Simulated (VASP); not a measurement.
# VSi11C12 (a cell with a defect) in VASP: notebook

The runs below take VSi11C12 (a cell with a defect) through single point, with PBEsol+U.

All numbers are computed with VASP 6.6.1; they aren't measurements. Logs are shortened: lines on timing, memory, paths and dates and some standing lists are left out, and cuts for length are marked.

## (1) The structure

The cell holds a defect, 24 atoms: a = 9.245 Å, b = 6.163 Å, c = 6.163 Å, α = 60.00°, β = 60.00°, γ = 60.00°.

## (2) Single point, PBEsol+U, collinear spin, ferromagnetic start

The input, INCAR:

```
SYSTEM = VSi11C12
PREC = Accurate ; ENCUT = 450
EDIFF = 1E-5 ; ISMEAR = 0
SIGMA = 0.03 ; LREAL = Auto
LASPH = .True. ; NELM = 120
ALGO = Normal ; ISIF = 2
LWAVE = .False. ; LCHARG = .False.
ISPIN = 2 ; MAGMOM = 1 0 0 0 0 0 0 0 0 0 0 0 0 0 0 0 0 0 0 0 0 0 0 0
LORBIT = 11 ; NUPDOWN = 1
LMAXMIX = 4 ; LDAU = .True.
LDAUTYPE = 2 ; LDAUL = 2 -1 -1
LDAUU = 5 0 0 ; LDAUJ = 0 0 0
LDAUPRINT = 1 ; GGA = PS
ISYM = 0 ; KPAR = 4
```

The input, KPOINTS:

```
Automatic mesh
0
Gamma
  2 3 3
  0 0 0
```

The input, POSCAR:

```
VSi11C12                                
1.0
    0.0000000000      6.5370000000      6.5370000000
    4.3580000000      0.0000000000      4.3580000000
    4.3580000000      4.3580000000      0.0000000000
  V               Si              C             
     1    11    12
Direct
     0.9992199880949790    0.9976464997193684    0.0043702231354233
     0.0003697855007408    0.9962220882262899    0.5042037139896762
     0.0011282730415207    0.4978815969720490    0.0023871905558067
     0.0004214609689641    0.4983752119324383    0.5043853316353956
     0.3346387287217111    0.9983507435683568    0.0025126452167637
     0.3354841988353815    0.9966567734731939    0.5020410622819893
     0.3372060638477331    0.4945417344021206    0.0021368124298839
     0.3341400460444560    0.4980800258466657    0.5025028456051366
     0.6673284137881804    0.9968444352159043    0.0018026101027452
     0.6664111038381672    0.9989727540919056    0.5025463127631373
     0.6655566278492933    0.5019825037696705    0.0021974817612113
     0.6684705240379094    0.4972099670520371    0.5018101584188696
     0.0876239500429890    0.1251698694087785    0.1335000132234737
     0.0868277164050055    0.1263941262212645    0.6157757997346772
     0.0897643187410119    0.6078030165026789    0.1327833128935858
     0.0845272229656877    0.6220608385552975    0.6286859890413822
     0.4198780667032888    0.1197581141960394    0.1265618109859690
     0.4164881422156448    0.1234215068850365    0.6284396555202638
     0.4163370976614049    0.6253459892418078    0.1275317243588210
     0.4185731450935120    0.6217640662110554    0.6269925294330865
     0.7381807068356551    0.1318962076662666    0.1307298688900531
     0.7509146164072196    0.1222796154536706    0.6270655668482831
     0.7519625141293503    0.6225527689654700    0.1270448922581049
     0.7504572882301929    0.6242775464226243    0.6268734489162603
```

Potentials or basis: VASP PAW PBE potentials, release 64 (V_sv, Si, C).

The run is started by

```bash
cat potpaw_PBE.64/V_sv/POTCAR potpaw_PBE.64/Si/POTCAR potpaw_PBE.64/C/POTCAR > POTCAR
mpirun -np 4 vasp_std > vasp.out
```

OUTCAR:

```text
SYSTEM = VSi11C12
   PREC = Accurate
   ENCUT = 450
   EDIFF = 1E-5
   ISMEAR = 0
   LREAL = Auto
   LASPH = .True.
   NELM = 120
   ISIF = 2
   ISPIN = 2
   LORBIT = 11
   NUPDOWN = 1
   GGA = PS
   ISYM = 0

 ion  position               nearest neighbor table
   1  0.999  0.998  0.004-  14 1.96  13 1.96  15 1.96  21 1.97
   2  0.000  0.996  0.504-  13 1.87  14 1.87  16 1.88  22 1.88   4 3.07   3 3.07   9 3.07   8 3.08
                            12 3.08  10 3.08   5 3.09   3 3.09   6 3.09   4 3.10
   3  0.001  0.498  0.002-  13 1.88  15 1.88  16 1.88  23 1.88   2 3.07   4 3.07  12 3.08   8 3.08
                             9 3.08   5 3.08  11 3.09   4 3.09   2 3.09   7 3.10
   4  0.000  0.498  0.504-  15 1.87  14 1.87  16 1.88  24 1.89   2 3.07   3 3.07   8 3.08  12 3.08
                            11 3.08  10 3.09   3 3.09   6 3.09   2 3.10   7 3.10
   5  0.335  0.998  0.003-  13 1.87  19 1.88  17 1.88  18 1.88  11 3.06   9 3.07   7 3.07  10 3.07
                             6 3.08   8 3.08   3 3.08   8 3.08   6 3.09   2 3.09   7 3.09
   6  0.335  0.997  0.502-  14 1.88  18 1.89  20 1.89  17 1.89  10 3.07   7 3.07   9 3.08   5 3.08
                             8 3.08  12 3.08   8 3.09   5 3.09   7 3.09   2 3.09   4 3.09
   7  0.337  0.495  0.002-  15 1.87  17 1.89  19 1.89  20 1.89  11 3.06   9 3.06   5 3.07  12 3.07
                             6 3.07   8 3.08   8 3.08   6 3.09   5 3.09   3 3.10   4 3.10
   8  0.334  0.498  0.503-  16 1.88  18 1.89  20 1.89  19 1.89  11 3.07  10 3.07   6 3.08   2 3.08
                             4 3.08   3 3.08   7 3.08   5 3.08   5 3.08   7 3.08   6 3.09  12 3.09
   9  0.667  0.997  0.002-  21 1.87  17 1.87  23 1.88  22 1.89  11 3.06   7 3.06   5 3.07   2 3.07
                            10 3.07   6 3.08  12 3.08   3 3.08  12 3.08  10 3.09  11 3.11
  10  0.666  0.999  0.503-  21 1.87  22 1.88  24 1.89  18 1.89   6 3.07  11 3.07   8 3.07   5 3.07
                             9 3.07  12 3.08   2 3.08  12 3.09   4 3.09   9 3.09  11 3.09
  11  0.666  0.502  0.002-  21 1.86  19 1.88  23 1.89  24 1.89   9 3.06   7 3.06   5 3.06  10 3.07
                             8 3.07  12 3.08   4 3.08  12 3.09   3 3.09  10 3.09   9 3.11
  12  0.668  0.497  0.502-  23 1.89  20 1.89  22 1.89  24 1.89   7 3.07   3 3.08  10 3.08   2 3.08
                            11 3.08   6 3.08   4 3.08   9 3.08   9 3.08  10 3.09  11 3.09   8 3.09
  13  0.088  0.125  0.134-   5 1.87   2 1.87   3 1.88   1 1.96
  14  0.087  0.126  0.616-   2 1.87   4 1.87   6 1.88   1 1.96
  15  0.090  0.608  0.133-   7 1.87   4 1.87   3 1.88   1 1.96
  16  0.085  0.622  0.629-   3 1.88   4 1.88   2 1.88   8 1.88
  17  0.420  0.120  0.127-   9 1.87   5 1.88   7 1.89   6 1.89
  18  0.416  0.123  0.628-   5 1.88   8 1.89   6 1.89  10 1.89
  19  0.416  0.625  0.128-   5 1.88  11 1.88   7 1.89   8 1.89
  20  0.419  0.622  0.627-   8 1.89  12 1.89   6 1.89   7 1.89
  21  0.738  0.132  0.131-  11 1.86   9 1.87  10 1.87   1 1.97
  22  0.751  0.122  0.627-   2 1.88  10 1.88   9 1.89  12 1.89
  23  0.752  0.623  0.127-   3 1.88   9 1.88  12 1.89  11 1.89
  24  0.750  0.624  0.627-  10 1.89   4 1.89  12 1.89  11 1.89

IMPORTANT INFORMATION: All symmetrisations will be switched off!
NOSYMM: (Re-)initialisation of all symmetry stuff for point group C_1.

----------------------------------------------------------------------------------------

                                     Primitive cell

  volume of cell :     248.3036

  direct lattice vectors                    reciprocal lattice vectors
     0.000000000  6.537000000  6.537000000    -0.076487685  0.076487685  0.076487685
     4.358000000  0.000000000  4.358000000     0.114731528 -0.114731528  0.114731528
     4.358000000  4.358000000  0.000000000     0.114731528  0.114731528 -0.114731528

  length of vectors
     9.244714057  6.163142705  6.163142705     0.132480557  0.198720836  0.198720836

  position of ions in fractional coordinates (direct lattice)
     0.999219988  0.997646500  0.004370223
     0.000369786  0.996222088  0.504203714
     0.001128273  0.497881597  0.002387191
     0.000421461  0.498375212  0.504385332
     0.334638729  0.998350744  0.002512645
     0.335484199  0.996656773  0.502041062
[... 16 lines left out ...]
     0.751962514  0.622552769  0.127044892
     0.750457288  0.624277546  0.626873449

  ion indices of the primitive-cell ions
   primitive index   ion index
                 1           1
                 2           2
[... 126 lines left out ...]

 onsite density matrix

spin component  1

  0.4061  0.0012 -0.0030 -0.0072  0.0092
  0.0012  0.3947 -0.0029  0.0091 -0.0030
 -0.0030 -0.0029  0.7310 -0.0015 -0.3220
 -0.0072  0.0091 -0.0015  0.3356 -0.0035
  0.0092 -0.0030 -0.3220 -0.0035  0.2475

spin component  2

  0.3141  0.0030  0.0059 -0.0045  0.0016
  0.0030  0.3060  0.0006  0.0070 -0.0028
  0.0059  0.0006  0.0524 -0.0014  0.0078
 -0.0045  0.0070 -0.0014  0.2705 -0.0022
  0.0016 -0.0028  0.0078 -0.0022  0.0652

 occupancies and eigenvectors

  o =  0.0486  v =  0.0000  0.0000  0.0000  0.0000  0.0000  0.0173  0.0065 -0.9051 -0.0013  0.4247      0.0000  0.0000  0.0000  0.0000  0.0000  0.0000  0.0000  0.0000  0.0000  0.0000
  o =  0.0688  v =  0.0000  0.0000  0.0000  0.0000  0.0000  0.0161 -0.0093 -0.4245 -0.0123 -0.9052      0.0000  0.0000  0.0000  0.0000  0.0000  0.0000  0.0000  0.0000  0.0000  0.0000
  o =  0.0863  v =  0.0214 -0.0127 -0.4467 -0.0144 -0.8942  0.0000  0.0000  0.0000  0.0000  0.0000      0.0000  0.0000  0.0000  0.0000  0.0000  0.0000  0.0000  0.0000  0.0000  0.0000
  o =  0.2686  v =  0.0000  0.0000  0.0000  0.0000  0.0000  0.1091 -0.1913 -0.0042  0.9754 -0.0074      0.0000  0.0000  0.0000  0.0000  0.0000  0.0000  0.0000  0.0000  0.0000  0.0000
  o =  0.3068  v =  0.0000  0.0000  0.0000  0.0000  0.0000  0.2500 -0.9444  0.0052 -0.2130  0.0146      0.0000  0.0000  0.0000  0.0000  0.0000  0.0000  0.0000  0.0000  0.0000  0.0000
  o =  0.3154  v =  0.0000  0.0000  0.0000  0.0000  0.0000 -0.9618 -0.2672 -0.0225  0.0551 -0.0045      0.0000  0.0000  0.0000  0.0000  0.0000  0.0000  0.0000  0.0000  0.0000  0.0000
  o =  0.3335  v = -0.1008  0.1496  0.0040 -0.9835  0.0093  0.0000  0.0000  0.0000  0.0000  0.0000      0.0000  0.0000  0.0000  0.0000  0.0000  0.0000  0.0000  0.0000  0.0000  0.0000
  o =  0.3961  v = -0.0017 -0.9886  0.0044 -0.1500  0.0142  0.0000  0.0000  0.0000  0.0000  0.0000      0.0000  0.0000  0.0000  0.0000  0.0000  0.0000  0.0000  0.0000  0.0000  0.0000
  o =  0.4069  v = -0.9946 -0.0137 -0.0226  0.0996 -0.0139  0.0000  0.0000  0.0000  0.0000  0.0000      0.0000  0.0000  0.0000  0.0000  0.0000  0.0000  0.0000  0.0000  0.0000  0.0000
  o =  0.8920  v = -0.0140 -0.0025  0.8944  0.0005 -0.4471  0.0000  0.0000  0.0000  0.0000  0.0000      0.0000  0.0000  0.0000  0.0000  0.0000  0.0000  0.0000  0.0000  0.0000  0.0000

 number of electron     105.0000001 magnetization       1.0000000

 Free energy of the ion-electron system (eV)
  ---------------------------------------------------
  ext. energy  EPLUGINS =         0.00000000
  ---------------------------------------------------
  free energy    TOTEN  =      -187.97885156 eV

  energy without entropy =     -187.97885156  energy(sigma->0) =     -187.97885156

 E-fermi :   8.0596     XC(G=0): -11.5872

 val. band max:        8.1494348086   @ k =   0.5000   0.0000   0.3333
 cond. band min:       9.2286164715   @ k =   0.5000   0.0000   0.0000
 fundamental gap:      1.0791816629
 Fermi energy:         8.3174032531

 spin component 1

 k-point     1 :       0.0000    0.0000    0.0000
  band No.  band energies     occupation
      1     -56.0455      1.00000
      2     -30.3008      1.00000
      3     -29.9512      1.00000
      4     -29.8942      1.00000
      5      -7.2389      1.00000
      6      -5.2301      1.00000
[... 659 lines left out ...]
     63      13.2143      0.00000
     64      13.2483      0.00000
 Fermi energy:         8.0595531902

 spin component 2

 k-point     1 :       0.0000    0.0000    0.0000
  band No.  band energies     occupation
      1     -54.9665      1.00000
      2     -29.7510      1.00000
      3     -28.6702      1.00000
      4     -28.5142      1.00000
      5      -7.2410      1.00000
      6      -5.2324      1.00000
[... 659 lines left out ...]
     63      13.2574      0.00000
     64      13.3499      0.00000
 [bands above 64 left out]

------------------------ aborting loop because EDIFF is reached ----------------------------------------

  FORCE on cell =-STRESS in cart. coord.  units (eV):
  Direction    XX          YY          ZZ          XY          YZ          ZX
  --------------------------------------------------------------------------------------
  -------------------------------------------------------------------------------------
  Total        5.6839832      7.5556294      5.2781201     -0.4731178      0.3892069     -0.1793785
  in kB       36.6758712     48.7526582     34.0570416     -3.0527903      2.5113555     -1.1574389
  external PRESSURE =      39.8285237 kB  Pullay stress =       0.0000000 kB

 VOLUME and BASIS-vectors are now :
 -----------------------------------------------------------------------------
  energy-cutoff  :      450.00
  volume of cell :      248.30
      direct lattice vectors                 reciprocal lattice vectors
     0.000000000  6.537000000  6.537000000    -0.076487685  0.076487685  0.076487685
     4.358000000  0.000000000  4.358000000     0.114731528 -0.114731528  0.114731528
     4.358000000  4.358000000  0.000000000     0.114731528  0.114731528 -0.114731528

 POSITION                                       TOTAL-FORCE (eV/Angst)
 -----------------------------------------------------------------------------------
      4.36679      6.55095     10.87964         0.003188     -0.012049     -0.030143
      6.53886      2.19974      4.34395         0.005255      0.007092      0.031599
      2.18017      0.01778      2.17714        -0.008174      0.043871     -0.016914
      4.37003      2.20087      2.17467        -0.062258      0.015587      0.000923
      4.36176      2.19848      6.53835         0.012067      0.000261      0.004664
      6.53133      4.38096      6.53649        -0.006277     -0.017313      0.014423
[... 16 lines left out ...]
      3.26675      5.46924      7.62866         0.002034     -0.007575     -0.011426
      5.45252      7.63765      7.62634        -0.000621      0.010046      0.008778
 -----------------------------------------------------------------------------------
    total drift:                               -0.004940     -0.004628      0.004797

  FREE ENERGIE OF THE ION-ELECTRON SYSTEM (eV)
  ---------------------------------------------------
  free  energy   TOTEN  =      -187.9788515641 eV

  energy  without entropy=     -187.9788515641  energy(sigma->0) =     -187.97885156

 total charge

# of ion       s       p       d       tot
------------------------------------------
    1        2.382   6.287   3.089  11.758
    2        0.709   0.984   0.000   1.693
    3        0.705   0.974   0.000   1.680
    4        0.708   0.980   0.000   1.688
    5        0.710   0.985   0.000   1.695
    6        0.707   0.971   0.000   1.678
[... 16 lines left out ...]
   23        0.836   1.704   0.000   2.539
   24        0.835   1.700   0.000   2.535
--------------------------------------------------
tot         20.270  37.447   3.089  60.806

 magnetization (x)

# of ion       s       p       d       tot
------------------------------------------
    1        0.013  -0.004   1.103   1.112
    2        0.005   0.006   0.000   0.011
    3        0.000  -0.001   0.000  -0.001
    4        0.004   0.005   0.000   0.009
    5        0.002   0.002   0.000   0.004
    6        0.000  -0.001   0.000  -0.000
[... 16 lines left out ...]
   23       -0.000  -0.001   0.000  -0.001
   24       -0.000  -0.001   0.000  -0.001
--------------------------------------------------
tot          0.015  -0.111   1.103   1.006
```

Wall time 4 min (4 MPI ranks of Intel Xeon Platinum 8559C (Emerald Rapids), shared host); peak memory 0.58 GiB.

What came out:

| Item | Value |
| --- | --- |
| Free energy | -187.9789 eV |
| Largest force | 0.265 eV/Å |
| Net moment | 1.00 μB per cell |
| Site moments | V +1.11; Si +0.01, -0.00, +0.00; C -0.03, -0.00, -0.01 μB |
| Valence electrons inside the program's atomic spheres | V 11.76; Si 1.69, 1.68, 1.70; C 2.55, 2.54 |

Forces on the atoms (eV/Å):
```
V    0.003 -0.012 -0.030
Si   0.005  0.007  0.032
Si  -0.008  0.044 -0.017
Si  -0.062  0.016  0.001
Si   0.012  0.000  0.005
Si  -0.006 -0.017  0.014
Si   0.003 -0.004  0.000
Si  -0.020  0.008  0.021
Si   0.027 -0.006  0.003
Si   0.017 -0.025 -0.011
Si  -0.007 -0.001 -0.015
Si   0.015 -0.016 -0.001
C    0.134  0.156  0.152
C   -0.146 -0.168  0.144
C   -0.138  0.159 -0.134
C    0.018 -0.007 -0.016
C    0.006  0.007  0.007
C    0.004  0.011 -0.007
C   -0.008  0.008 -0.008
C    0.015  0.007 -0.005
C    0.132 -0.157 -0.140
C    0.002 -0.013  0.007
C    0.002 -0.008 -0.011
C   -0.001  0.010  0.009
```

Eigenvalues of the final occupation matrices:
```csv
site,spin,trace,eigenvalues
site 1 d,1,2.11,0.09 0.33 0.40 0.41 0.89
site 1 d,2,1.01,0.05 0.07 0.27 0.31 0.32
```

Caveat: the k mesh is coarse (spacing up to 0.42 Å⁻¹), so the values aren't converged; the cutoff is under 1.25 times the usual one of these potentials, so pressure, stress and relaxed cells hold a basis-set (Pulay) error; the PAW data sets were made with another functional, which shifts forces and pressure a little; the total moment is fixed, so each spin has its own Fermi level; the U is typed as a test and isn't derived for this compound. The state reached can hang on the start; a lower one may exist.

[end of part 1 of 3]
